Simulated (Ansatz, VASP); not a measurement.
# Ge in two plane-wave programs, part 2 of 2

One calculation is typed for both programs; each brings its own data sets. How far apart do they land? The structure shown is frame 22 of Ansatz's trajectory.

VASP 6.6.1 and Ansatz 0.2.0.

So far: Starting point; Ansatz: dynamics, PBE.

## Step 3: VASP: single point, PBE

Level of this step: PBE; plane waves and PAW (Ge_d) (VASP).

The same cell, functional, mesh and smearing now go to VASP, with its own data sets.

Lines of VASP's logs that name or quote its potential files are left out, and so is its time.

File INCAR:

```
SYSTEM = Ge
PREC = Accurate
ENCUT = 410
EDIFF = 1E-06
NELM = 120
ISMEAR = 0
SIGMA = 0.05
LREAL = Auto
ALGO = Normal
GGA = PE
NBANDS = 496
LORBIT = 11
LWAVE = .FALSE.
LCHARG = .FALSE.
ISIF = 2
LASPH = .TRUE.
GGA_COMPAT = .FALSE.
EFERMI = MIDGAP
NCORE = 2
```

File POSCAR:

```
Ge
1.0
   11.2075000000      0.0000000000      0.0000000000
    0.0000000000     11.2075000000      0.0000000000
    0.0000000000      0.0000000000     11.2075000000
Ge
61
Direct
    0.9952174883      0.0989515949      0.9961811287
    0.9972250725      0.3995003346      0.7276466652
    0.0832567477      0.0415971448      0.8085656926
    0.7152085657      0.9323488735      0.6956323890
    0.0314253848      0.9906401963      0.3608387241
    0.8067900959      0.3879098818      0.8132589784
    0.7602676779      0.1379165737      0.5592058889
    0.4713807718      0.7628284631      0.3098550078
    0.1759357573      0.5663261209      0.2729779166
    0.9742047736      0.4670979255      0.5225607852
    0.5826009369      0.5946999777      0.5833325898
    0.3541021637      0.4268391702      0.3413696186
    0.6895114878      0.5725719384      0.7883738568
    0.4924827125      0.3881061789      0.6604149007
    0.8101717600      0.7229355342      0.3825830917
    0.4989069819      0.9550122686      0.0918759759
    0.2946062904      0.3496408655      0.7473477582
    0.5188400625      0.4429266116      0.2160428285
    0.9876332813      0.8164532679      0.4930002231
    0.4428730761      0.0661164399      0.9209725630
    0.5681552532      0.8327459291      0.5718492081
    0.5117109079      0.3821012715      0.0186571492
    0.6323533348      0.1793084988      0.3855097033
    0.3635601160      0.8965692617      0.6242248494
    0.0620477359      0.5529243810      0.8821681909
    0.5007271916      0.5486147669      0.8843185367
    0.2402587553      0.0425340174      0.3501226857
    0.5484630828      0.7704215927      0.9956903859
    0.1292616551      0.2127682356      0.6633415124
    0.1830292215      0.7458933750      0.1301628374
    0.4430961410      0.2492348874      0.4582645550
    0.2781530225      0.9417711354      0.8326120901
    0.8626098595      0.4204505911      0.1906223511
    0.7714209235      0.1247825117      0.0024358688
    0.9166183359      0.9842962302      0.1760428285
    0.1987240687      0.2591300468      0.2864867276
    0.2640999331      0.5736158822      0.7919250502
    0.6656435423      0.2570867723      0.7212937765
    0.6493954941      0.8825161722      0.3764443453
    0.2717198305      0.6995315637      0.6068347089
    0.7654606290      0.5296720946      0.4725139416
    0.9601338389      0.7948873522      0.0775819764
    0.6283113986      0.0829444568      0.8317376757
    0.8087619897      0.6412580861      0.1846442115
    0.1491768905      0.2525005577      0.0689092126
    0.9849743475      0.3340263217      0.3492750390
    0.3040999331      0.1031541379      0.5442605398
    0.3081418693      0.7505955833      0.9362123578
    0.6852018737      0.3737943342      0.3300914566
    0.0657327682      0.4661788981      0.0922328798
    0.9253892483      0.7388623689      0.8814900736
    0.9490698193      0.8745036806      0.7061610529
    0.7184474682      0.7816551416      0.8615034575
    0.7350256525      0.3549765782      0.0175953602
    0.9683604729      0.1772116886      0.5005398171
    0.3373276824      0.2610305599      0.9476957395
    0.6843006915      0.0401695293      0.2190408209
    0.1026009369      0.6318982824      0.4813116217
    0.5933615882      0.6407048851      0.1658264555
    0.3970733884      0.6069328575      0.4660093687
    0.3292438099      0.8993798795      0.2163729645
```

File KPOINTS:

```
Automatic mesh
0
Gamma
1 1 1
0 0 0
```

Potentials, in the order of the species: Ge_d (PBE family, release 64).

Launch:

```sh
> mpirun -np 8 vasp_gam
```

Numbers of over 12 decimals in the logs are rounded to 6 here.

The program printed:

```text
[banner, memory and clock lines left out]
running    8 mpi-ranks, on    1 nodes
[...]
LDA part: xc-table for (Slater+PW92), standard interpolation
 POSCAR, INCAR and KPOINTS ok, starting setup
[...]
entering main loop
       N       E                     dE             d eps       ncg     rms          rms(c)
DAV:   1     0.162515113880E+05    0.16252E+05   -0.30768E+05  1000   0.488E+03
DAV:   2     0.377711515530E+04   -0.12474E+05   -0.12045E+05   992   0.109E+03
DAV:   3     0.493055132448E+03   -0.32841E+04   -0.31463E+04   992   0.303E+02
DAV:   4    -0.188927530454E+03   -0.68198E+03   -0.62720E+03  1128   0.130E+02
[...]
DAV:  17    -0.257203695057E+03   -0.50152E-05   -0.36418E-05  1240   0.302E-02    0.266E-03
DAV:  18    -0.257203697157E+03   -0.21000E-05   -0.18259E-05   920   0.175E-02    0.187E-03
DAV:  19    -0.257203697375E+03   -0.21793E-06   -0.35774E-06   824   0.148E-02
   1 F= -.25720370E+03 E0= -.25718942E+03  d E =-.285602E-01
```

OUTCAR, selected parts (step 3):

```text
  Total       19.3118933     32.1729895     42.1415500     -1.6104225     -6.1746430      0.2739369
  in kB       21.9790639     36.6164096     47.9617306     -1.8328384     -7.0274246      0.3117704
  external PRESSURE =      35.5190680 kB  Pullay stress =       0.0000000 kB

 POSITION                                       TOTAL-FORCE (eV/Angst)
 -----------------------------------------------------------------------------------
     11.15390      1.10900     11.16470        -0.327452      0.390808      0.585919
     11.17640      4.47740      8.15510         0.778099     -0.274135      0.620995
      0.93310      0.46620      9.06200         0.049344     -0.601485     -0.833952
      8.01570     10.44930      7.79630         0.745524      0.288345     -0.003324
      0.35220     11.10260      4.04410        -0.132287      0.579582      1.155356
      9.04210      4.34750      9.11460        -0.489372      0.101584      0.367059
      8.52070      1.54570      6.26730         0.094850     -0.615768      0.467391
      5.28300      8.54940      3.47270        -0.019568     -0.441618      0.516284
      1.97180      6.34710      3.05940         0.139411      0.436158     -0.458930
     10.91840      5.23500      5.85660        -0.718441      0.367761      0.173896
      6.52950      6.66510      6.53770         0.683781     -0.139721      0.692257
      3.96860      4.78380      3.82590        -1.056758      0.096172      0.400827
      7.72770      6.41710      8.83570         0.139201      0.446676     -1.074831
      5.51950      4.34970      7.40160         0.470906     -0.440967     -0.367029
[...]
-----------------------------------------------------------------------------------
    total drift:                                0.003189      0.001934      0.001035

  FREE ENERGIE OF THE ION-ELECTRON SYSTEM (eV)
  ---------------------------------------------------
  free  energy   TOTEN  =      -257.2036973752 eV

  energy  without entropy=     -257.1751372000  energy(sigma->0) =     -257.18941729

[... 3 further parts left out ...]
[key lines of the parts left out:]
E-fermi :   4.5673
```

The run ends at a pressure of 3.55 GPa, with forces up to 1.8 eV/Å.

## Step 4: Differences

Known differences besides the potentials themselves: the cutoff is 420 eV in Ansatz and 410 eV in VASP (PREC = Accurate, projectors in real space). Total energies have different zeros and are not compared.

Forces on 10 of the 61 atoms, those with the largest forces and the largest differences (eV/Å; atoms numbered as in POSCAR):

```
atom         Ansatz x, y, z           VASP x, y, z
 Ge2   0.786, -0.275, 0.618   0.778, -0.274, 0.621
Ge12   -1.065, 0.093, 0.405   -1.057, 0.096, 0.401
Ge16    0.412, 0.914, 1.017    0.409, 0.917, 1.014
Ge20  -1.752, 0.545, -0.147  -1.744, 0.545, -0.147
Ge23  0.337, -0.879, -0.228  0.336, -0.871, -0.229
Ge42   0.234, -0.098, 1.404   0.233, -0.098, 1.398
Ge46   1.345, -0.487, 0.372   1.346, -0.488, 0.376
Ge49    1.097, 0.985, 0.137    1.094, 0.981, 0.138
Ge55  0.074, -1.261, -0.675  0.072, -1.263, -0.678
Ge60  0.898, -0.111, -1.083  0.895, -0.110, -1.079
```

The forces differ by 2.8 meV/Å r.m.s., which is 0.5 % of the r.m.s. force of 0.537 eV/Å (both taken over all components).

## Step 5: What came out

| Item | Value |
| --- | --- |
| r.m.s. force difference (single point, PBE) | 0.51 % of the r.m.s. force |

The r.m.s. force difference is 0.51 % of the r.m.s. force (single point, PBE), within the 3 % picked in this series as the mark of a large difference. 2 further runs of this series are not shown here. Such differences can come from data sets, numerical settings and the points named under the comparisons, not from the functional's error against experiment.

[Lines on the potential files, build, host, timing and source positions are cut from VASP's logs without a mark.]

[Logs are printed without paths, hosts, clocks, repeated set-up lines and the standing remarks that a program may print on its own settings, such as how far it seeks lower states.]

[Hosts, paths, dates, database ids (printed as entryN), source tags and the programs' standing remarks are cut or masked in the printed files.]
